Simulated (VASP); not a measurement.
VASP ran on this input.

KPOINTS:
```
Automatic mesh
0
Gamma
6 6 6
0 0 0
```

File POSCAR:
```
KMgF3
1
    4.0768661533     0.0000000000     0.0000000000
    0.0000000000     4.0768661533     0.0000000000
    0.0000000000     0.0000000000     4.0768661533
K Mg F
1 1 3
Direct
  0.0000000000   0.0000000000   0.0000000000
  0.5000000000   0.5000000000   0.5000000000
  0.5000000000   0.0000000000   0.5000000000
  0.0000000000   0.5000000000   0.5000000000
  0.5000000000   0.5000000000   0.0000000000
```

### INCAR
```
ISIF = 2   ! forces and stress, cell fixed
GGA = 91
EDIFF = 1E-7
SIGMA = 0.05   ! width (eV)
PREC = Accurate
LREAL = .False.
ENCUT = 520   ! plane-wave cut-off (eV)
NELM = 100
LWAVE = .False.
LASPH = .True.
LCHARG = .False.
SYSTEM = KMgF3
ALGO = Normal
ISMEAR = 0   ! Gaussian
```

POTCAR, in this order: K_sv Mg F (PBE.64 set). Program: vasp_std.

**Question.** Write an equivalent input for Quantum ESPRESSO's pw.x.

**Answer.** One equivalent input (not run):
```
&CONTROL
  calculation = 'scf'
  pseudo_dir = './pseudo'
  outdir = './out'
  tprnfor = .true.
  tstress = .true.
/
&SYSTEM
  ibrav = 0
  nat = 5
  ntyp = 3
  ecutwfc = 84
  occupations = 'smearing'
  smearing = 'gaussian'
  degauss = 0.003675
  input_dft = 'pw91'
/
&ELECTRONS
  conv_thr = 7.3e-09
  electron_maxstep = 100
/
ATOMIC_SPECIES
  K 39.098 K.upf
  Mg 24.305 Mg.upf
  F 18.998 F.upf
CELL_PARAMETERS angstrom
     4.0768662    0.0000000    0.0000000
     0.0000000    4.0768662    0.0000000
     0.0000000    0.0000000    4.0768662
ATOMIC_POSITIONS crystal
  K    0.0000000  0.0000000  0.0000000
  Mg   0.5000000  0.5000000  0.5000000
  F    0.5000000  0.0000000  0.5000000
  F    0.0000000  0.5000000  0.5000000
  F    0.5000000  0.5000000  0.0000000
K_POINTS automatic
  6 6 6 0 0 0
```
The two are equivalent in intent, not identical: the potentials are each code's own (VASP's PAW set, PseudoDojo norm-conserving files in pw.x), so ENCUT and ecutwfc are chosen apart and not converted; conv_thr bounds pw.x's estimated SCF error, while EDIFF bounds the energy change between steps.

The compound is KMgF3 in the cubic perovskite structure. This cell is one point of a volume scan, at 1.03 of the reference volume.
